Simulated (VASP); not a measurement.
All values below come from r2SCAN meta-GGA, VASP's PBE PAW potentials (set 64) (plane waves; VASP 6.6.1).

VASP ran on this input.

**POSCAR**
```
Ni3Si
1
    3.4609313661     0.0000000000     0.0000000000
    0.0000000000     3.4609313661     0.0000000000
    0.0000000000     0.0000000000     3.4609313661
Si Ni
1 3
Direct
  0.0000000000   0.0000000000   0.0000000000
  0.0000000000   0.5000000000   0.5000000000
  0.5000000000   0.0000000000   0.5000000000
  0.5000000000   0.5000000000   0.0000000000
```

### INCAR
```
SYSTEM = Ni3Si
PREC = Accurate
ENCUT = 400
EDIFF = 1E-6
NELM = 100
ALGO = Normal
LREAL = .FALSE.
LASPH = .TRUE.
ISMEAR = 1
SIGMA = 0.1
METAGGA = R2SCAN
LMIXTAU = .TRUE.
LMAXMIX = 4
LWAVE = .FALSE.
LCHARG = .FALSE.
IBRION = 2
ISIF = 3
NSW = 60
EDIFFG = -0.02
```

File KPOINTS:
```
Automatic
0
Gamma
  8 8 8
0 0 0
```

POTCAR, in this order: Si Ni (PBE.64 set). Program: vasp_std.

The run wrote:

File OUTCAR:
```
 ion  position               nearest neighbor table
   1  0.000  0.000  0.000-   2 2.45   3 2.45   4 2.45   2 2.45   3 2.45   2 2.45   4 2.45   2 2.45
                             3 2.45   4 2.45   3 2.45   4 2.45
   2  0.000  0.500  0.500-   1 2.45   3 2.45   4 2.45   1 2.45   4 2.45   1 2.45   3 2.45   1 2.45
                             3 2.45   4 2.45   4 2.45   3 2.45
   3  0.500  0.000  0.500-   1 2.45   2 2.45   4 2.45   1 2.45   4 2.45   2 2.45   4 2.45   4 2.45
                             1 2.45   2 2.45   1 2.45   2 2.45
   4  0.500  0.500  0.000-   1 2.45   2 2.45   3 2.45   2 2.45   3 2.45   1 2.45   3 2.45   3 2.45
                             1 2.45   2 2.45   2 2.45   1 2.45
  LATTYP: Found a simple cubic cell.
 ALAT       =     3.4609313661
 Subroutine PRICEL returns:
 Original cell was already a primitive cell.
 Subroutine GETGRP returns: Found 48 space group operations
The static configuration has the point symmetry O_h .
The dynamic configuration has the point symmetry O_h .
 Subroutine INISYM returns: Found 48 space group operations
 Subroutine IBZKPT returns following result:
 Found     35 irreducible k-points:

 Following reciprocal coordinates:
            Coordinates               Weight
  0.000000  0.000000  0.000000      1.000000
  0.125000  0.000000  0.000000      6.000000
  0.250000  0.000000  0.000000      6.000000
  0.375000  0.000000  0.000000      6.000000
  0.500000  0.000000  0.000000      3.000000
  0.125000  0.125000  0.000000     12.000000
  0.250000  0.125000  0.000000     24.000000
  0.375000  0.125000  0.000000     24.000000
  0.500000  0.125000  0.000000     12.000000
  0.250000  0.250000  0.000000     12.000000
  0.375000  0.250000  0.000000     24.000000
  0.500000  0.250000  0.000000     12.000000
  0.375000  0.375000  0.000000     12.000000
  0.500000  0.375000  0.000000     12.000000
  0.500000  0.500000  0.000000      3.000000
  0.125000  0.125000  0.125000      8.000000
  0.250000  0.125000  0.125000     24.000000
  0.375000  0.125000  0.125000     24.000000
...
```

### OSZICAR
```
       N       E                     dE             d eps       ncg     rms          rms(c)
DAV:   1     0.158890714753E+03    0.15889E+03   -0.13799E+04  1470   0.186E+03
DAV:   2    -0.439596468853E+02   -0.20285E+03   -0.19496E+03  1470   0.355E+02
DAV:   3    -0.538333213396E+02   -0.98737E+01   -0.95207E+01  1611   0.106E+02
DAV:   4    -0.540554125138E+02   -0.22209E+00   -0.22087E+00  1691   0.138E+01
DAV:   5    -0.540632968846E+02   -0.78844E-02   -0.78752E-02  1709   0.246E+00    0.208E+01
DAV:   6    -0.503179609347E+02    0.37453E+01   -0.65223E+01  1666   0.139E+02    0.185E+01
DAV:   7    -0.463734982667E+02    0.39445E+01   -0.17105E+01  1608   0.716E+01    0.478E+00
DAV:   8    -0.464127271833E+02   -0.39229E-01   -0.74459E-01  1693   0.775E+00    0.256E+00
DAV:   9    -0.463557008647E+02    0.57026E-01   -0.23394E-01  1657   0.811E+00    0.408E-01
DAV:  10    -0.463636021201E+02   -0.79013E-02   -0.14600E-02  1699   0.120E+00    0.160E-01
DAV:  11    -0.463642199981E+02   -0.61788E-03   -0.39820E-03  1655   0.591E-01    0.980E-02
DAV:  12    -0.463650997117E+02   -0.87971E-03   -0.97687E-04  1775   0.354E-01    0.346E-02
DAV:  13    -0.463651017191E+02   -0.20073E-05   -0.13968E-04  1563   0.119E-01    0.142E-02
DAV:  14    -0.463651498328E+02   -0.48114E-04   -0.77582E-05  1545   0.820E-02    0.923E-03
DAV:  15    -0.463651594737E+02   -0.96409E-05   -0.15443E-05  1668   0.628E-02    0.574E-03
DAV:  16    -0.463651669816E+02   -0.75079E-05   -0.10123E-05  1563   0.404E-02    0.175E-03
DAV:  17    -0.463651673936E+02   -0.41199E-06   -0.52067E-07   820   0.910E-03
   1 F= -.46365167E+02 E0= -.46365403E+02  d E =-.463652E+02
       N       E                     dE             d eps       ncg     rms          rms(c)
DAV:   1    -0.463761474579E+02   -0.10980E-01   -0.12830E-01  1490   0.584E+00    0.918E-01
DAV:   2    -0.463737054579E+02    0.24420E-02   -0.12966E-01  1645   0.624E+00    0.671E-01
DAV:   3    -0.463653758727E+02    0.83296E-02   -0.33613E-02  1650   0.327E+00    0.141E-01
DAV:   4    -0.463651303223E+02    0.24555E-03   -0.11852E-03  1504   0.259E-01    0.405E-02
DAV:   5    -0.463651203129E+02    0.10009E-04   -0.91465E-05  1636   0.108E-01    0.227E-02
DAV:   6    -0.463651174241E+02    0.28887E-05   -0.21816E-05  1912   0.606E-02    0.103E-02
DAV:   7    -0.463651245271E+02   -0.71029E-05   -0.17450E-05  1636   0.489E-02    0.466E-03
DAV:   8    -0.463651240900E+02    0.43700E-06   -0.91082E-06  1623   0.438E-02
   2 F= -.46365124E+02 E0= -.46365355E+02  d E =0.433035E-04
       N       E                     dE             d eps       ncg     rms          rms(c)
DAV:   1    -0.463677556373E+02   -0.26311E-02   -0.28553E-02  1490   0.274E+00    0.435E-01
DAV:   2    -0.463671863374E+02    0.56930E-03   -0.28687E-02  1645   0.295E+00    0.316E-01
DAV:   3    -0.463653472093E+02    0.18391E-02   -0.74190E-03  1650   0.154E+00    0.671E-02
DAV:   4    -0.463652925290E+02    0.54680E-04   -0.25625E-04  1491   0.122E-01    0.175E-02
DAV:   5    -0.463652899657E+02    0.25633E-05   -0.15910E-05  1595   0.425E-02    0.112E-02
DAV:   6    -0.463652874043E+02    0.25615E-05   -0.48637E-06  1524   0.308E-02    0.477E-03
DAV:   7    -0.463652863216E+02    0.10826E-05   -0.45878E-06  1359   0.264E-02    0.246E-03
DAV:   8    -0.463652866113E+02   -0.28963E-06   -0.19508E-06   759   0.220E-02
   3 F= -.46365287E+02 E0= -.46365521E+02  d E =-.119218E-03
```

### OUTCAR
```
------------------------ aborting loop because EDIFF is reached ----------------------------------------
  FORCE on cell =-STRESS in cart. coord.  units (eV):
  Direction    XX          YY          ZZ          XY          YZ          ZX
  --------------------------------------------------------------------------------------
  Total        0.0242026      0.0242026      0.0242026      0.0000000      0.0000000      0.0000000
  in kB        0.9333147      0.9333147      0.9333147      0.0000000      0.0000000      0.0000000
  external PRESSURE =       0.9333147 kB  Pullay stress =       0.0000000 kB
  volume of cell :       41.55
      direct lattice vectors                 reciprocal lattice vectors
     3.463496940  0.000000000  0.000000000     0.288725533 -0.000000000  0.000000000
     0.000000000  3.463496940 -0.000000000    -0.000000000  0.288725533 -0.000000000
    -0.000000000  0.000000000  3.463496940    -0.000000000  0.000000000  0.288725533
 POSITION                                       TOTAL-FORCE (eV/Angst)
 -----------------------------------------------------------------------------------
      0.00000      0.00000      0.00000         0.000000     -0.000000      0.000000
     -0.00000      1.73175      1.73175        -0.000000      0.000000      0.000000
      1.73175      0.00000      1.73175        -0.000000      0.000000      0.000000
      1.73175      1.73175     -0.00000         0.000000     -0.000000      0.000000
 -----------------------------------------------------------------------------------
    total drift:                                0.000000     -0.000000     -0.000000
  FREE ENERGIE OF THE ION-ELECTRON SYSTEM (eV)
  ---------------------------------------------------
  free  energy   TOTEN  =       -46.3652866113 eV

  energy  without entropy=      -46.3659905248  energy(sigma->0) =      -46.36552125

 reached required accuracy - stopping structural energy minimisation
```
(Selected blocks of OUTCAR.)

### CONTCAR
```
Ni3Si
   1.00000000000000
     3.4634969397927082    0.0000000000000000    0.0000000000000000
     0.0000000000000000    3.4634969397927082   -0.0000000000000000
    -0.0000000000000000    0.0000000000000000    3.4634969397927082
  Si              Ni
     1     3
Direct
     0.0000000000000000    0.0000000000000000    0.0000000000000000
     0.0000000000000000    0.5000000000000000    0.5000000000000000
     0.5000000000000000    0.0000000000000000    0.5000000000000000
     0.5000000000000000    0.5000000000000000    0.0000000000000000
```

### OUTCAR
```
 val. band max:       10.9918171143   @ k =   0.1250   0.1250   0.0000

 cond. band min:      11.0414277589   @ k =   0.5000   0.3750   0.3750


 Fermi energy:        11.0199876171

 k-point     1 :       0.0000    0.0000    0.0000
  band No.  band energies     occupation
      1      -1.7599      2.00000
      2       5.7239      2.00000
      3       6.6068      2.00000
      4       6.6068      2.00000
      5       7.1933      2.00000
      6       7.1933      2.00000
      7       7.1933      2.00000
      8       9.3527      2.00000
      9       9.3527      2.00000
     10       9.3527      2.00000
     11      10.0314      2.00000
     12      10.0314      2.00000
     13      10.0314      2.00000
     14      10.2841      2.00000
     15      10.2841      2.00000
     16      10.6752      2.00001
     17      11.0892      0.08599
     18      11.0892      0.08599
     19      11.0892      0.08599
     20      16.6679      0.00000
     21      17.7683      0.00000

 k-point     2 :       0.1250    0.0000    0.0000
  band No.  band energies     occupation
      1      -1.5629      2.00000
      2       5.7437      2.00000
      3       6.3377      2.00000
      4       6.7454      2.00000
      5       7.1704      2.00000
      6       7.1704      2.00000
      7       7.2524      2.00000
      8       9.0198      2.00000
      9       9.0198      2.00000
     10       9.2880      2.00000
     11       9.5263      2.00000
     12      10.1777      2.00000
     13      10.1777      2.00000
     14      10.2787      2.00000
     15      10.2866      2.00000
     16      10.5954      2.00000
     17      11.0894      0.08452
     18      11.4633     -0.00000
     19      11.4633     -0.00000
     20      16.9630      0.00000
     21      17.7154      0.00000

 k-point     3 :       0.2500    0.0000    0.0000
  band No.  band energies     occupation
      1      -0.9911      2.00000
      2       4.9684      2.00000
      3       6.2898      2.00000
...
```

The compound is Ni3Si in the L1_2 structure. This run relaxes it. Symmetry was kept, so distortions that lower it aren't found. The start is the result of an earlier pass. The run is not spin-polarised, so no magnetic state was tried.
